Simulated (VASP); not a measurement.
OSZICAR of a VASP run on MoS2 (2H layered):

### OSZICAR
```
       N       E                     dE             d eps       ncg     rms          rms(c)
DAV:   1     0.402676722776E+03    0.40268E+03   -0.30640E+04  1384   0.164E+03
DAV:   2    -0.832862258643E+02   -0.48596E+03   -0.47547E+03  1525   0.412E+02
DAV:   3    -0.107720104811E+03   -0.24434E+02   -0.24267E+02  1596   0.816E+01
DAV:   4    -0.108254415737E+03   -0.53431E+00   -0.53233E+00  1547   0.120E+01
DAV:   5    -0.108269231483E+03   -0.14816E-01   -0.14808E-01  1603   0.183E+00    0.415E+01
DAV:   6    -0.979134279492E+02    0.10356E+02   -0.21331E+01  1432   0.318E+01    0.139E+01
DAV:   7    -0.927804639055E+02    0.51330E+01   -0.60243E+00  1432   0.130E+01    0.713E+00
DAV:   8    -0.909976170526E+02    0.17828E+01   -0.19135E+00  1610   0.835E+00    0.414E+00
DAV:   9    -0.893752082974E+02    0.16224E+01   -0.28884E-01  1417   0.377E+00    0.162E+00
DAV:  10    -0.886967098745E+02    0.67850E+00   -0.32359E-01  1512   0.393E+00    0.592E-01
DAV:  11    -0.887195812627E+02   -0.22871E-01   -0.94712E-03  1518   0.566E-01    0.680E-01
DAV:  12    -0.885204472401E+02    0.19913E+00   -0.37381E-02  1331   0.156E+00    0.622E-01
DAV:  13    -0.885536294584E+02   -0.33182E-01   -0.95584E-04  1475   0.222E-01    0.669E-01
DAV:  14    -0.890243954184E+02   -0.47077E+00   -0.29563E-01  1255   0.306E+00    0.148E+00
DAV:  15    -0.890461240104E+02   -0.21729E-01   -0.18832E-02  1494   0.940E-01    0.129E+00
DAV:  16    -0.890191354085E+02    0.26989E-01   -0.50299E-02  1282   0.132E+00    0.862E-01
DAV:  17    -0.890232873561E+02   -0.41519E-02   -0.18950E-03  1566   0.218E-01    0.715E-01
DAV:  18    -0.890513918690E+02   -0.28105E-01   -0.14621E-02  1276   0.770E-01    0.714E-01
DAV:  19    -0.890521440307E+02   -0.75216E-03   -0.41656E-03  1601   0.409E-01    0.328E-01
DAV:  20    -0.890525139093E+02   -0.36988E-03   -0.47993E-04  1668   0.110E-01    0.200E-01
DAV:  21    -0.890524955221E+02    0.18387E-04   -0.36255E-05  1480   0.325E-02    0.155E-01
DAV:  22    -0.890523997927E+02    0.95729E-04   -0.99463E-04  1394   0.191E-01    0.971E-02
DAV:  23    -0.890523662751E+02    0.33518E-04   -0.30124E-04  1469   0.752E-02    0.159E-01
DAV:  24    -0.890523800822E+02   -0.13807E-04   -0.27064E-05  1526   0.253E-02    0.174E-01
DAV:  25    -0.890523787801E+02    0.13021E-05   -0.21762E-06  1262   0.961E-03    0.160E-01
DAV:  26    -0.890523587753E+02    0.20005E-04   -0.23618E-05  1435   0.225E-02    0.103E-01
DAV:  27    -0.890523885822E+02   -0.29807E-04   -0.43540E-05  1338   0.402E-02    0.545E-02
DAV:  28    -0.890523879295E+02    0.65264E-06   -0.71824E-06  1429   0.156E-02    0.414E-02
DAV:  29    -0.890523905764E+02   -0.26469E-05   -0.17816E-06  1518   0.931E-03    0.326E-02
DAV:  30    -0.890523900919E+02    0.48447E-06   -0.47929E-06  1445   0.129E-02    0.304E-02
DAV:  31    -0.890523933357E+02   -0.32438E-05   -0.16782E-06  1558   0.953E-03    0.289E-02
DAV:  32    -0.890523934897E+02   -0.15402E-06   -0.97493E-07  1313   0.707E-03    0.215E-02
DAV:  33    -0.890523960345E+02   -0.25448E-05   -0.61321E-07  1282   0.535E-03    0.199E-02
DAV:  34    -0.890523958370E+02    0.19756E-06   -0.10465E-07   718   0.247E-03    0.168E-02
DAV:  35    -0.890523960637E+02   -0.22677E-06   -0.60090E-08   718   0.157E-03    0.141E-02
DAV:  36    -0.890523958075E+02    0.25624E-06   -0.49670E-08   711   0.140E-03    0.108E-02
DAV:  37    -0.890523954023E+02    0.40519E-06   -0.44470E-08   683   0.127E-03    0.688E-03
DAV:  38    -0.890523951345E+02    0.26776E-06   -0.32133E-08   676   0.944E-04    0.483E-03
DAV:  39    -0.890523950559E+02    0.78609E-07   -0.27693E-08   683   0.962E-04
   1 F= -.89052395E+02 E0= -.89052395E+02  d E =-.890524E+02
       N       E                     dE             d eps       ncg     rms          rms(c)
DAV:   1    -0.890612677089E+02   -0.88726E-02   -0.28008E+00  1254   0.714E+00    0.159E+00
DAV:   2    -0.890703241638E+02   -0.90565E-02   -0.12765E-01  1492   0.161E+00    0.729E-01
DAV:   3    -0.890745491647E+02   -0.42250E-02   -0.97280E-03  1480   0.683E-01    0.473E-01
DAV:   4    -0.890746908546E+02   -0.14169E-03   -0.46289E-03  1528   0.364E-01    0.185E-01
DAV:   5    -0.890746514377E+02    0.39417E-04   -0.77928E-04  1533   0.159E-01    0.347E-02
DAV:   6    -0.890746441465E+02    0.72912E-05   -0.93551E-05  1561   0.566E-02    0.362E-02
DAV:   7    -0.890746579536E+02   -0.13807E-04   -0.61818E-06  1382   0.160E-02    0.208E-02
DAV:   8    -0.890746631469E+02   -0.51932E-05   -0.23030E-06  1444   0.121E-02    0.133E-02
DAV:   9    -0.890746631847E+02   -0.37835E-07   -0.12468E-06  1366   0.749E-03    0.529E-03
DAV:  10    -0.890746639644E+02   -0.77973E-06   -0.11902E-06  1199   0.858E-03    0.467E-03
DAV:  11    -0.890746641600E+02   -0.19559E-06   -0.97679E-08   823   0.263E-03    0.253E-03
DAV:  12    -0.890746642177E+02   -0.57703E-07   -0.35989E-08   739   0.156E-03
   2 F= -.89074664E+02 E0= -.89074664E+02  d E =-.222692E-01
       N       E                     dE             d eps       ncg     rms          rms(c)
DAV:   1    -0.890748353154E+02   -0.17116E-03   -0.35032E-02  1261   0.793E-01    0.187E-01
DAV:   2    -0.890749694525E+02   -0.13414E-03   -0.15467E-03  1506   0.178E-01    0.779E-02
DAV:   3    -0.890750172994E+02   -0.47847E-04   -0.89287E-05  1454   0.675E-02    0.530E-02
DAV:   4    -0.890750243770E+02   -0.70777E-05   -0.62522E-05  1574   0.431E-02    0.197E-02
DAV:   5    -0.890750206085E+02    0.37686E-05   -0.21384E-05  1446   0.247E-02    0.277E-03
DAV:   6    -0.890750202348E+02    0.37364E-06   -0.13844E-06  1292   0.648E-03    0.438E-03
DAV:   7    -0.890750203042E+02   -0.69377E-07   -0.60788E-08   788   0.179E-03
   3 F= -.89075020E+02 E0= -.89075020E+02  d E =-.226252E-01
       N       E                     dE             d eps       ncg     rms          rms(c)
DAV:   1    -0.891215332634E+02   -0.46513E-01   -0.24254E+00  1240   0.101E+01    0.158E+00
DAV:   2    -0.890890615350E+02    0.32472E-01   -0.17666E-01  1432   0.253E+00    0.877E-01
DAV:   3    -0.890868351152E+02    0.22264E-02   -0.13886E-02  1492   0.805E-01    0.373E-01
DAV:   4    -0.890851433805E+02    0.16917E-02   -0.83655E-03  1397   0.552E-01    0.197E-01
DAV:   5    -0.890855432887E+02   -0.39991E-03   -0.83348E-04  1457   0.200E-01    0.701E-02
DAV:   6    -0.890855386806E+02    0.46080E-05   -0.15519E-04  1604   0.757E-02    0.274E-02
DAV:   7    -0.890855409531E+02   -0.22725E-05   -0.54499E-05  1451   0.552E-02    0.127E-02
DAV:   8    -0.890855435640E+02   -0.26108E-05   -0.30440E-05  1418   0.455E-02    0.421E-03
DAV:   9    -0.890855514911E+02   -0.79271E-05   -0.48793E-06  1408   0.190E-02    0.180E-03
DAV:  10    -0.890855522833E+02   -0.79220E-06   -0.11272E-06  1371   0.732E-03    0.900E-04
DAV:  11    -0.890855518332E+02    0.45008E-06   -0.15987E-07   858   0.362E-03    0.443E-04
DAV:  12    -0.890855521183E+02   -0.28505E-06   -0.63766E-08   746   0.196E-03    0.216E-04
DAV:  13    -0.890855519253E+02    0.19298E-06   -0.26095E-08   697   0.120E-03    0.739E-05
DAV:  14    -0.890855519503E+02   -0.25024E-07   -0.41557E-09   669   0.413E-04
   4 F= -.89085552E+02 E0= -.89085552E+02  d E =-.105316E-01
       N       E                     dE             d eps       ncg     rms          rms(c)
DAV:   1    -0.891016871081E+02   -0.16135E-01   -0.96949E-01  1240   0.639E+00    0.101E+00
DAV:   2    -0.890887905273E+02    0.12897E-01   -0.70625E-02  1426   0.160E+00    0.556E-01
DAV:   3    -0.890878858377E+02    0.90469E-03   -0.55940E-03  1486   0.509E-01    0.235E-01
DAV:   4    -0.890872070499E+02    0.67879E-03   -0.33949E-03  1397   0.352E-01    0.126E-01
DAV:   5    -0.890873752501E+02   -0.16820E-03   -0.34027E-04  1450   0.128E-01    0.434E-02
DAV:   6    -0.890873754217E+02   -0.17152E-06   -0.63648E-05  1619   0.481E-02    0.175E-02
DAV:   7    -0.890873737084E+02    0.17133E-05   -0.22070E-05  1477   0.349E-02    0.820E-03
DAV:   8    -0.890873764094E+02   -0.27010E-05   -0.12413E-05  1426   0.288E-02    0.278E-03
DAV:   9    -0.890873785805E+02   -0.21712E-05   -0.18617E-06  1401   0.117E-02    0.120E-03
DAV:  10    -0.890873791320E+02   -0.55141E-06   -0.49536E-07  1303   0.475E-03    0.609E-04
DAV:  11    -0.890873785940E+02    0.53795E-06   -0.68101E-08   795   0.238E-03    0.324E-04
DAV:  12    -0.890873788857E+02   -0.29172E-06   -0.23759E-08   704   0.121E-03    0.154E-04
DAV:  13    -0.890873786430E+02    0.24267E-06   -0.11777E-08   655   0.813E-04    0.568E-05
DAV:  14    -0.890873786975E+02   -0.54449E-07   -0.19746E-09   662   0.288E-04
   5 F= -.89087379E+02 E0= -.89087379E+02  d E =-.123584E-01
```

Task: Which electronic solver shows in the log?

Result: It is blocked Davidson (ALGO = Normal, or the opening steps of other solvers). The INCAR had ALGO = Normal.

Task: Can the final energy be trusted as converged?

Result: The run converged. It stopped with EDIFF = 1E-7, NELM = 100, NSW = 30 and EDIFFG = -0.01 after 5 ionic steps (r2SCAN+rVV10, plane waves, VASP's PBE PAW potentials (set 64)).

The compound is MoS2 in the 2H layered structure. This cell is one point of a volume scan, at 0.97 of the reference volume. Symmetry was kept, so distortions that lower it aren't found.
